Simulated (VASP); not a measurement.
Input:

```xyz
4
Lattice="0.0000 3.6874 3.6874 3.6874 0.0000 3.6874 3.6874 3.6874 0.0000" Properties=species:S:1:pos:R:3 pbc="T T T"
Ce     0.0000     0.0000     0.0000
Mg     5.5311     5.5311     5.5311
Mg     1.8437     1.8437     1.8437
Mg     3.6874     3.6874     3.6874
```

Level of theory: LDA (Ceperley-Alder, Perdew-Zunger), VASP's LDA PAW potentials (set 64) (plane waves; VASP 6.6.1). Run with 300 eV cut-off, 5×5×5 Γ-centred mesh, Gaussian smearing of 0.20 eV, potentials Ce Mg.

The run has a spin-polarised start.

Give the spin-up energies of bands 5 to 13 at the high-symmetry points, in eV from the Fermi level.

| band | Γ | X | U | L | W |
|---|---|---|---|---|---|
| 5 | -5.89 | -3.55 | -3.25 | -3.87 | -3.12 |
| 6 | -0.84 | -2.75 | -2.78 | -3.57 | -2.62 |
| 7 | -0.84 | -2.33 | -2.68 | -0.99 | -2.62 |
| 8 | -0.84 | -0.44 | -0.70 | -0.99 | -1.74 |
| 9 | -0.10 | -0.44 | -0.59 | -0.12 | 0.04 |
| 10 | 0.06 | 0.16 | 0.12 | 0.08 | 0.04 |
| 11 | 0.06 | 0.20 | 0.20 | 0.08 | 0.20 |
| 12 | 0.06 | 0.23 | 0.22 | 0.21 | 0.23 |
| 13 | 0.27 | 0.23 | 0.24 | 0.25 | 0.23 |

Give the spin-down energies of bands 5 to 13 at the high-symmetry points, in eV from the Fermi level.

| band | Γ | X | U | L | W |
|---|---|---|---|---|---|
| 5 | -5.85 | -3.52 | -3.21 | -3.81 | -3.08 |
| 6 | -0.76 | -2.70 | -2.72 | -3.53 | -2.56 |
| 7 | -0.76 | -2.27 | -2.63 | -0.92 | -2.56 |
| 8 | -0.76 | -0.29 | -0.59 | -0.92 | -1.67 |
| 9 | 0.32 | -0.29 | -0.49 | 0.24 | 0.44 |
| 10 | 0.49 | 0.67 | 0.59 | 0.55 | 0.44 |
| 11 | 0.49 | 0.71 | 0.70 | 0.55 | 0.71 |
| 12 | 0.49 | 0.72 | 0.71 | 0.71 | 0.73 |
| 13 | 0.80 | 0.72 | 0.73 | 0.75 | 0.73 |

It has no gap at this level: it comes out as a metal or semimetal.

The structure comes from a computed database's CeMg3 entry; how it stands against other phases isn't given here. The cell was not relaxed at this level. VASP warned that the highest band is occupied, so more bands are needed.
